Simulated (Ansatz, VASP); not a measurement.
# Cross-check of Sc3TlB between VASP and Ansatz

One calculation is typed for both programs; each brings its own data sets. How far apart do they land? The cell is taken from a series of runs on this material, whose earlier steps may have relaxed, scaled, displaced or heated it; both programs get it as it stands.

Method: plane waves, with VASP 6.6.1 beside it; zone-centre phonons at PBEsol, in Ansatz 0.2.0.

## Step 1: Starting point

The structure is cubic, space group Pm-3m (No. 221). Conventional cell: a = 4.633 Å, b = 4.633 Å, c = 4.633 Å, α = 90.00°, β = 90.00°, γ = 90.00°. Nearest to Sc lie 2 B at 2.32 Å and 8 Sc at 3.28 Å and 4 Tl at 3.28 Å. Nearest to Tl lie 12 Sc at 3.28 Å. Nearest to B lie 6 Sc at 2.32 Å. Farther neighbours are not listed.

Structure file:

```cif
data_structure
_symmetry_space_group_name_H-M 'Pm-3m'
_symmetry_Int_Tables_number 221
_cell_length_a 4.6330
_cell_length_b 4.6330
_cell_length_c 4.6330
_cell_angle_alpha 90.000
_cell_angle_beta 90.000
_cell_angle_gamma 90.000
_cell_volume 99.44
loop_
_atom_site_label
_atom_site_type_symbol
_atom_site_symmetry_multiplicity
_atom_site_Wyckoff_symbol
_atom_site_fract_x
_atom_site_fract_y
_atom_site_fract_z
_atom_site_occupancy
Sc1 Sc 3 c 0.00000 0.50000 0.50000 1
Tl1 Tl 1 a 0.00000 0.00000 0.00000 1
B1 B 1 b 0.50000 0.50000 0.50000 1
```

## Step 2: VASP: zone-centre phonons, PBEsol

Second derivatives magnify differences that forces hide, and they need a tight electronic threshold.

Lines of VASP's logs that name or quote its potential files are left out, and so is its time.

INCAR reads:

```
SYSTEM = Sc3TlB
PREC = Accurate
ENCUT = 500
EDIFF = 1E-08
NELM = 120
ISMEAR = 1
SIGMA = 0.2
LREAL = .FALSE.
ALGO = Normal
GGA = PS
NBANDS = 30
LASPH = .TRUE.
LORBIT = 11
LWAVE = .FALSE.
LCHARG = .FALSE.
ISIF = 2
IBRION = 8
GGA_COMPAT = .FALSE.
KPAR = 2
```

POSCAR reads:

```
Sc3TlB
1.0
    4.6329577095      0.0000000000      0.0000000000
    0.0000000000      4.6329577095      0.0000000000
    0.0000000000      0.0000000000      4.6329577095
Sc Tl B
3 1 1
Direct
    0.0000000000      0.5000000000      0.5000000000
    0.5000000000      0.0000000000      0.5000000000
    0.5000000000      0.5000000000      0.0000000000
    0.0000000000      0.0000000000      0.0000000000
    0.5000000000      0.5000000000      0.5000000000
```

KPOINTS reads:

```
Automatic mesh
0
Gamma
8 8 8
0 0 0
```

PAW data sets: Sc_sv, Tl_d and B (PBE family, release 64).

Command:

```bash
mpirun -np 2 vasp_std
```

Numbers of over 12 decimals in the logs are rounded to 6 here.

The log of the run:

```text
[banner, memory and clock lines left out]
running    2 mpi-ranks, on    1 nodes
 distrk:  each k-point on    1 cores,    2 groups
 distr:  one band on    1 cores,    1 groups

 POSCAR found type information on POSCAR ScTlB
 POSCAR found :  3 types and       5 ions
|                                                                             |
|               ----> ADVICE to this user running VASP <----                  |
|                                                                             |
|     You enforced a specific xc type in the INCAR file but a different       |
|     [... a line on the potential file left out ...]
|     I HOPE YOU KNOW WHAT YOU ARE DOING!                                     |
|                                                                             |

 LDA part: xc-table for (Slater+PW92), standard interpolation
 POSCAR, INCAR and KPOINTS ok, starting setup
 FFT: planning ... GRIDC
 FFT: planning ... GRID_SOFT
 FFT: planning ... GRID
 WAVECAR not read
 entering main loop
       N       E                     dE             d eps       ncg     rms          rms(c)
DAV:   1     0.860208052875E+03    0.86021E+03   -0.21622E+04  2108   0.164E+03
DAV:   2     0.365161114583E+02   -0.82369E+03   -0.81299E+03  3020   0.690E+02
DAV:   3    -0.370559313997E+02   -0.73572E+02   -0.71407E+02  3572   0.260E+02
DAV:   4    -0.400271920087E+02   -0.29713E+01   -0.28975E+01  3352   0.473E+01
DAV:   5    -0.400871063502E+02   -0.59914E-01   -0.59625E-01  3368   0.841E+00    0.169E+01
DAV:   6    -0.316488566525E+02    0.84382E+01   -0.45800E+01  2916   0.379E+01    0.416E+00
DAV:   7    -0.314910345098E+02    0.15782E+00   -0.12375E+00  3220   0.836E+00    0.238E+00
DAV:   8    -0.314139196165E+02    0.77115E-01   -0.19239E-01  3056   0.295E+00    0.703E-01
DAV:   9    -0.314086172998E+02    0.53023E-02   -0.35306E-02  3490   0.114E+00    0.239E-01
DAV:  10    -0.314080921079E+02    0.52519E-03   -0.11207E-02  3284   0.607E-01    0.872E-02
DAV:  11    -0.314078669337E+02    0.22517E-03   -0.16442E-03  3248   0.234E-01    0.260E-02
DAV:  12    -0.314078697038E+02   -0.27700E-05   -0.87027E-05  3098   0.735E-02    0.890E-03
DAV:  13    -0.314078689966E+02    0.70721E-06   -0.10205E-05  3248   0.204E-02    0.259E-03
DAV:  14    -0.314078690987E+02   -0.10212E-06   -0.17556E-06  3240   0.113E-02    0.149E-03
DAV:  15    -0.314078688291E+02    0.26960E-06   -0.14960E-07  2728   0.324E-03    0.202E-04
DAV:  16    -0.314078688482E+02   -0.19131E-07   -0.94097E-09  1720   0.121E-03    0.133E-04
DAV:  17    -0.314078688521E+02   -0.38672E-08   -0.45491E-09  1680   0.908E-04
   1 F= -.31407869E+02 E0= -.31408729E+02  d E =0.257911E-02
 Linear response reoptimize wavefunctions to high precision
DAV:   1    -0.314078688534E+02   -0.13060E-08   -0.60637E-09  2128   0.682E-04
DAV:   2    -0.314078688535E+02   -0.96406E-10   -0.44151E-10  1674   0.350E-04
 Linear response DOF=           4
 Linear response progress:
  Degree of freedom:   1/  4
       N       E                     dE             d eps       ncg     rms          rms(c)
RMM:   1    -0.776173509296E+00   -0.77617E+00   -0.66862E+01  4703   0.142E+02
RMM:   2    -0.775679139918E+00    0.49437E-03   -0.20024E-01  7067   0.289E+00    0.189E-01
RMM:   3    -0.772707201862E+00    0.29719E-02   -0.11202E-02  7462   0.659E-01    0.748E-02
RMM:   4    -0.771177519493E+00    0.15297E-02   -0.15710E-03  7794   0.250E-01    0.229E-02
RMM:   5    -0.770702980710E+00    0.47454E-03   -0.26377E-04  8830   0.702E-02    0.109E-02
RMM:   6    -0.770534510492E+00    0.16847E-03   -0.37834E-05  8087   0.453E-02    0.319E-03
RMM:   7    -0.770472932169E+00    0.61578E-04   -0.12826E-05  8780   0.159E-02    0.168E-03
RMM:   8    -0.770495032644E+00   -0.22100E-04   -0.41700E-06  8404   0.657E-03    0.806E-04
RMM:   9    -0.770507035990E+00   -0.12003E-04   -0.19295E-06  8269   0.417E-03    0.248E-04
RMM:  10    -0.770513441405E+00   -0.64054E-05   -0.12022E-06  8760   0.241E-03    0.136E-04
RMM:  11    -0.770519909383E+00   -0.64680E-05   -0.69196E-07  8815   0.166E-03    0.803E-05
RMM:  12    -0.770517978342E+00    0.19310E-05   -0.50546E-07  8702   0.147E-03    0.174E-05
RMM:  13    -0.770518066907E+00   -0.88565E-07   -0.32933E-07  9127   0.129E-03    0.123E-05
RMM:  14    -0.770518499228E+00   -0.43232E-06   -0.30836E-07  8646   0.126E-03    0.168E-05
[...]
RMM:  29    -0.770518039308E+00    0.41437E-09   -0.14844E-07 10809   0.108E-03    0.118E-06
RMM:  30    -0.770518042150E+00   -0.28426E-08   -0.15365E-07 10817   0.108E-03    0.572E-07
RMM:  31    -0.770518039815E+00    0.23358E-08   -0.16346E-07 11109   0.108E-03    0.379E-07
RMM:  32    -0.770518040023E+00   -0.20894E-09   -0.16787E-07 10893   0.108E-03    0.413E-07
RMM:  33    -0.770518040163E+00   -0.13990E-09   -0.17249E-07 10979   0.108E-03    0.465E-07
RMM:  34    -0.770518040263E+00   -0.99330E-10   -0.16900E-07 10889   0.108E-03    0.501E-07
RMM:  35    -0.770518040397E+00   -0.13403E-09   -0.16488E-07 11020   0.108E-03    0.531E-07
RMM:  36    -0.770518040573E+00   -0.17588E-09   -0.15976E-07 10968   0.108E-03    0.549E-07
 first order change of Fermi-energy   0.35087E-03
 force on displaced ion       1 direction 1 : -10.177   0.000  -0.000
 Linear response progress:
  Degree of freedom:   2/  4
       N       E                     dE             d eps       ncg     rms          rms(c)
RMM:   1    -0.789244960286E+00   -0.78924E+00   -0.66631E+01  8073   0.139E+02
RMM:   2    -0.783069753139E+00    0.61752E-02   -0.18477E-01 11795   0.291E+00    0.105E-01
RMM:   3    -0.782406517495E+00    0.66324E-03   -0.11804E-02 12937   0.632E-01    0.409E-02
RMM:   4    -0.782018607901E+00    0.38791E-03   -0.15462E-03 14363   0.179E-01    0.220E-02
RMM:   5    -0.781829047315E+00    0.18956E-03   -0.22129E-04 15763   0.639E-02    0.889E-03
RMM:   6    -0.781835469636E+00   -0.64223E-05   -0.52047E-05 14978   0.287E-02    0.187E-03
RMM:   7    -0.781850681387E+00   -0.15212E-04   -0.20170E-05 16144   0.110E-02    0.108E-03
RMM:   8    -0.781874477916E+00   -0.23797E-04   -0.87025E-06 14925   0.529E-03    0.357E-04
RMM:   9    -0.781882394838E+00   -0.79169E-05   -0.49690E-06 14915   0.314E-03    0.141E-04
RMM:  10    -0.781883872304E+00   -0.14775E-05   -0.30023E-06 15725   0.228E-03    0.751E-05
RMM:  11    -0.781884513164E+00   -0.64086E-06   -0.16248E-06 14995   0.181E-03    0.458E-05
RMM:  12    -0.781884255582E+00    0.25758E-06   -0.10725E-06 14774   0.159E-03    0.169E-05
RMM:  13    -0.781884052671E+00    0.20291E-06   -0.68162E-07 15263   0.139E-03    0.113E-05
RMM:  14    -0.781883913754E+00    0.13892E-06   -0.52370E-07 15775   0.128E-03    0.728E-06
RMM:  15    -0.781883839640E+00    0.74114E-07   -0.34764E-07 16017   0.121E-03    0.638E-06
RMM:  16    -0.781883794348E+00    0.45292E-07   -0.27712E-07 16447   0.116E-03    0.774E-06
RMM:  17    -0.781883667314E+00    0.12703E-06   -0.19770E-07 16453   0.113E-03    0.778E-06
RMM:  18    -0.781883670474E+00   -0.31593E-08   -0.12813E-07 17175   0.108E-03    0.187E-06
RMM:  19    -0.781883655495E+00    0.14978E-07   -0.11882E-07 16999   0.106E-03    0.172E-06
RMM:  20    -0.781883603322E+00    0.52174E-07   -0.10216E-07 17450   0.105E-03    0.392E-06
RMM:  21    -0.781883640129E+00   -0.36807E-07   -0.87886E-08 17377   0.103E-03    0.401E-06
RMM:  22    -0.781883600482E+00    0.39647E-07   -0.77797E-08 17777   0.102E-03    0.410E-07
RMM:  23    -0.781883604514E+00   -0.40319E-08   -0.77539E-08 17652   0.101E-03    0.160E-06
 first order change of Fermi-energy   0.40690E-03
 force on displaced ion       1 direction 2 :   0.000  -3.456   0.000
 Linear response progress:
  Degree of freedom:   3/  4
       N       E                     dE             d eps       ncg     rms          rms(c)
RMM:   1    -0.339352835941E+00   -0.33935E+00   -0.19965E-01  7796   0.250E+00
RMM:   2    -0.340823633542E+00   -0.14708E-02   -0.17419E-02  7317   0.583E-01    0.611E-02
RMM:   3    -0.340894881634E+00   -0.71248E-04   -0.17765E-03  7356   0.187E-01    0.322E-02
RMM:   4    -0.340759526496E+00    0.13536E-03   -0.24590E-04  8294   0.729E-02    0.103E-02
RMM:   5    -0.340764958399E+00   -0.54319E-05   -0.33204E-05  8774   0.305E-02    0.383E-03
RMM:   6    -0.340769300849E+00   -0.43425E-05   -0.28733E-06  8400   0.976E-03    0.136E-03
RMM:   7    -0.340768919351E+00    0.38150E-06   -0.64840E-07  8703   0.384E-03    0.505E-04
RMM:   8    -0.340765321257E+00    0.35981E-05   -0.16493E-07  8651   0.171E-03    0.230E-04
RMM:   9    -0.340762999413E+00    0.23218E-05   -0.71003E-08  8697   0.114E-03    0.477E-05
RMM:  10    -0.340762908027E+00    0.91386E-07   -0.48985E-08  9218   0.948E-04    0.218E-05
RMM:  11    -0.340762884944E+00    0.23083E-07   -0.54057E-08  9280   0.885E-04    0.711E-06
RMM:  12    -0.340762976846E+00   -0.91901E-07   -0.38100E-08  9510   0.873E-04    0.145E-06
RMM:  13    -0.340762974062E+00    0.27833E-08   -0.39712E-08  9625   0.878E-04    0.882E-07
 first order change of Fermi-energy   0.79524E-03
 force on displaced ion       4 direction 1 :  -3.008  -0.000   0.000
 Linear response progress:
  Degree of freedom:   4/  4
       N       E                     dE             d eps       ncg     rms          rms(c)
RMM:   1    -0.486342345762E-01   -0.48634E-01    0.23158E-03  7361   0.196E+00
RMM:   2    -0.460787566215E-01    0.25555E-02   -0.29405E-03  6807   0.400E-01    0.146E-01
RMM:   3    -0.455983647543E-01    0.48039E-03   -0.38034E-03  7006   0.319E-01    0.613E-02
RMM:   4    -0.460670645792E-01   -0.46870E-03   -0.93342E-04  7781   0.136E-01    0.185E-02
RMM:   5    -0.461541019731E-01   -0.87037E-04   -0.14162E-04  7948   0.832E-02    0.731E-03
RMM:   6    -0.462071396301E-01   -0.53038E-04   -0.30266E-05  8860   0.180E-02    0.377E-03
RMM:   7    -0.462024341234E-01    0.47055E-05   -0.45620E-06  8342   0.808E-03    0.120E-03
RMM:   8    -0.462069865120E-01   -0.45524E-05   -0.54600E-07  8383   0.326E-03    0.417E-04
RMM:   9    -0.462087224832E-01   -0.17360E-05   -0.12780E-07  8788   0.151E-03    0.203E-04
RMM:  10    -0.462080303972E-01    0.69209E-06   -0.51017E-08  8821   0.569E-04    0.616E-05
RMM:  11    -0.462083473153E-01   -0.31692E-06   -0.49840E-08  8591   0.380E-04    0.243E-05
RMM:  12    -0.462082401115E-01    0.10720E-06   -0.47902E-08  8892   0.283E-04    0.787E-06
RMM:  13    -0.462082938735E-01   -0.53762E-07   -0.46178E-08  8999   0.246E-04    0.727E-06
RMM:  14    -0.462082752046E-01    0.18669E-07   -0.49417E-08  8892   0.254E-04    0.982E-07
RMM:  15    -0.462082686408E-01    0.65638E-08   -0.46792E-08  9141   0.243E-04    0.881E-07
 first order change of Fermi-energy  -0.16034E-02
 force on displaced ion       5 direction 1 :  -7.340   0.000   0.000
 Linear response finished
```

(Part 1 of 2 ends here.)

[Lines on the potential files, build, host, timing and source positions are cut from VASP's logs without a mark.]

[Logs are printed without paths, hosts, clocks, repeated set-up lines and the standing remarks that a program may print on its own settings, such as how far it seeks lower states.]

[Hosts, paths, dates, database ids (printed as entryN), source tags and the programs' standing remarks are cut or masked in the printed files.]
